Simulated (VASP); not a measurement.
Output of a VASP run:

**OSZICAR**
```
       N       E                     dE             d eps       ncg     rms          rms(c)
DAV:   1     0.120147976198E+03    0.12015E+03   -0.98399E+03   812   0.162E+03
DAV:   2     0.303327778233E+01   -0.11711E+03   -0.11570E+03   848   0.359E+02
DAV:   3    -0.733272473811E+01   -0.10366E+02   -0.10340E+02  1088   0.984E+01
DAV:   4    -0.760591460947E+01   -0.27319E+00   -0.27312E+00   936   0.175E+01
DAV:   5    -0.761548140659E+01   -0.95668E-02   -0.95667E-02  1158   0.299E+00    0.433E+00
DAV:   6    -0.755577858564E+01    0.59703E-01   -0.15345E-01  1014   0.294E+00    0.287E+00
DAV:   7    -0.755698581889E+01   -0.12072E-02   -0.53964E-02   972   0.135E+00    0.859E-01
DAV:   8    -0.755742207493E+01   -0.43626E-03   -0.62667E-03   926   0.753E-01    0.186E-01
DAV:   9    -0.755760051576E+01   -0.17844E-03   -0.40426E-04   980   0.196E-01    0.451E-02
DAV:  10    -0.755760645880E+01   -0.59430E-05   -0.29468E-05   980   0.428E-02    0.282E-02
DAV:  11    -0.755761445968E+01   -0.80009E-05   -0.21928E-05   854   0.394E-02    0.173E-02
DAV:  12    -0.755761461561E+01   -0.15593E-06   -0.12044E-06   992   0.772E-03    0.104E-02
DAV:  13    -0.755761412445E+01    0.49116E-06   -0.29201E-07   826   0.429E-03    0.320E-03
DAV:  14    -0.755761415356E+01   -0.29112E-07   -0.19168E-07   592   0.562E-03
   1 F= -.80428110E+01 E0= -.80428110E+01  d E =0.000000E+00
```

**OUTCAR**
```
------------------------ aborting loop because EDIFF is reached ----------------------------------------
 Edisp (eV)   -0.48520
  FORCE on cell =-STRESS in cart. coord.  units (eV):
  Direction    XX          YY          ZZ          XY          YZ          ZX
  --------------------------------------------------------------------------------------
  Total       0.01076     0.01076     0.01076     0.00000    -0.00000     0.00000
  in kB       0.26863     0.26863     0.26863     0.00000    -0.00000     0.00000
  external pressure =        0.27 kB  Pullay stress =        0.00 kB
  volume of cell :       64.15
      direct lattice vectors                 reciprocal lattice vectors
     0.000000000  3.177288891  3.177288891    -0.157366868  0.157366868  0.157366868
     3.177288891  0.000000000  3.177288891     0.157366868 -0.157366868  0.157366868
     3.177288891  3.177288891  0.000000000     0.157366868  0.157366868 -0.157366868
 POSITION                                       TOTAL-FORCE (eV/Angst)
 -----------------------------------------------------------------------------------
      0.00000      0.00000      0.00000         0.000000      0.000000     -0.000000
      3.17729      3.17729      3.17729         0.000000      0.000000      0.000000
 -----------------------------------------------------------------------------------
    total drift:                               -0.000000      0.000000      0.000000
  FREE ENERGIE OF THE ION-ELECTRON SYSTEM (eV)
  ---------------------------------------------------
  free  energy   TOTEN  =        -8.0428110380 eV

  energy  without entropy=       -8.0428110380  energy(sigma->0) =       -8.04281104

 total charge

# of ion       s       p       d       tot
------------------------------------------
    1        1.370   0.719   9.981  12.070
    2        1.384   1.962   0.027   3.373
--------------------------------------------------
tot          2.754   2.680  10.009  15.443
```
(Selected blocks of OUTCAR.)

File POSCAR:
```
SnTe
1
    0.0000000000     3.1772888909     3.1772888909
    3.1772888909     0.0000000000     3.1772888909
    3.1772888909     3.1772888909    -0.0000000000
Sn Te
1 1
Direct
  0.0000000000   0.0000000000   0.0000000000
  0.5000000000   0.5000000000   0.5000000000
```

Problem. Reconstruct the remaining input files.

Solution. Several could match; the one computed here: the input of the run itself, PBE GGA with D3 dispersion (zero damping), plane waves, VASP's PBE PAW potentials (set 64).

**INCAR**
```
SYSTEM=SnTe
PREC=Accurate; ENCUT=520; LREAL=F
LASPH=T
EDIFF=1E-7; NELM=100; ALGO=Normal
LMAXMIX=4
ISMEAR=-5
GGA=PE; IVDW=11
ISIF=2
LWAVE=F; LCHARG=T; LORBIT=11
NEDOS=601
```

**KPOINTS**
```
Automatic mesh
0
gamma
  8 8 8
```

POTCAR, in this order: Sn_d Te (PBE.64 set). Program: vasp_std.

The compound is SnTe in the rock salt structure, which distorts at low temperature. It was relaxed first.
